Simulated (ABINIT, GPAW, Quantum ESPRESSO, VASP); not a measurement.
## One structure in several programs: ZnO (P6_3mc, 4 atoms in the cell)

Self-consistent single point.

```
CELL_PARAMETERS angstrom
      3.23735     0.00000     0.00000
     -1.61868     2.80363     0.00000
      0.00000     0.00000     5.22206
ATOMIC_POSITIONS crystal
  Zn 0.66667 0.33333 0.50059
  Zn 0.33333 0.66667 0.00059
  O  0.66667 0.33333 0.87972
  O  0.33333 0.66667 0.37972
```

All programs got the same cell, k-point mesh and kind of occupations (in VASP's words: KPOINTS grid = 8 8 5; KPOINTS shift = 0 0 0; ISMEAR = -1; SIGMA = 0.02 eV); potentials, basis and cutoffs are each program's usual ones.

```json
[
 {"code": "VASP", "model": "PBE, VASP's PBE PAW potentials (set 64)", "largest force (eV/Å)": "–", "gap on the mesh (eV)": "0.781", "cutoff": "400 eV"},
 {"code": "GPAW", "model": "PBE, GPAW PAW datasets PBE (gpaw-data 1.0.1)", "largest force (eV/Å)": "0.001", "gap on the mesh (eV)": "0.792", "cutoff": "950 eV"},
 {"code": "Quantum ESPRESSO", "model": "PBE, GBRV 1.5 ultrasoft (PBE) pseudopotentials", "largest force (eV/Å)": "0.003", "gap on the mesh (eV)": "0.821", "cutoff": "50 Ry"},
 {"code": "ABINIT", "model": "PBE, PAW (JTH v2.0 PBE PAW)", "largest force (eV/Å)": "0.004", "gap on the mesh (eV)": "0.794", "cutoff": "30 Ha"}
]
```

A dash marks a value that a program does not give, or that is left out as unsure.

Gaps are read on the mesh.

The spread over the programs that give each value: largest force within 0.003 eV/Å; gap on the mesh within 0.040 eV.

The starting cell comes from a database of computed structures (which also holds hypothetical and non-ambient phases and stackings), without a prior relaxation at this level.

Q: Why do the programs differ, and what cannot be compared?

A: Differences of this kind can come from the potentials, where these differ, and from what each basis and cutoff leave unconverged. The valence holds different numbers of electrons (VASP 36, GPAW 36, Quantum ESPRESSO 52, ABINIT 36). The zero of total energies and Fermi levels follows the potentials and each program's conventions, so they are not compared here. 

Left out of this page: Ansatz, CP2K, FLEUR and SIESTA (not drawn, or without a comparable value).
